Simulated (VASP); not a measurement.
These are optB88-vdW, VASP's PBE PAW potentials (set 64) (plane waves; VASP 6.6.1) values and carry that method's errors.

A VASP calculation is set up with these files.

File KPOINTS:
```
Automatic mesh
0
Gamma
6 6 4
0 0 0
```

INCAR:
```
SYSTEM = CdS
PREC = Accurate; ENCUT = 520; LREAL = .False.
LASPH = .True.
EDIFF = 1E-7; NELM = 100; ALGO = Normal
LMAXMIX = 4
ISMEAR = 0; SIGMA = 0.05
GGA = BO; LUSE_VDW = .True.; AGGAC = 0.0
PARAM1 = 0.1833333333; PARAM2 = 0.22
IBRION = 2; NSW = 30; ISIF = 4
EDIFFG = -0.01
LWAVE = .False.; LCHARG = .False.
```

File POSCAR:
```
CdS
1
    2.1164477032    -3.6657947736     0.0000000000
    2.1164477032     3.6657947736     0.0000000000
    0.0000000000     0.0000000000     6.8793542522
Cd S
2 2
Direct
  0.6666670000   0.3333330000   0.5000223415
  0.3333330000   0.6666670000   0.0000223415
  0.6666670000   0.3333330000   0.8769776585
  0.3333330000   0.6666670000   0.3769776585
```

POTCAR, in this order: Cd S (PBE.64 set). Program: vasp_std.

Q: Predict the energy per atom (σ→0), band gap (on the k-mesh).

A: 
- energy per atom (σ→0): -0.661 eV/atom
- band gap (on the k-mesh): 0.91 eV

**OSZICAR**
```
...
   3 F= -.26453420E+01 E0= -.26453420E+01  d E =-.976140E-04
       N       E                     dE             d eps       ncg     rms          rms(c)
DAV:   1    -0.264536459089E+01   -0.22619E-04   -0.17291E-02   924   0.851E-01    0.321E-02
DAV:   2    -0.264537739102E+01   -0.12800E-04   -0.20736E-04  1076   0.987E-02    0.124E-02
DAV:   3    -0.264537559889E+01    0.17921E-05   -0.29310E-06  1038   0.136E-02    0.848E-03
DAV:   4    -0.264537452179E+01    0.10771E-05   -0.19013E-06  1074   0.102E-02    0.178E-03
DAV:   5    -0.264537453430E+01   -0.12507E-07   -0.24691E-07   804   0.420E-03
   4 F= -.26453745E+01 E0= -.26453745E+01  d E =-.325210E-04
```

The compound is CdS in the wurtzite structure. This cell is one point of a volume scan, at 1.03 of the reference volume. Symmetry was kept, so distortions that lower it aren't found.
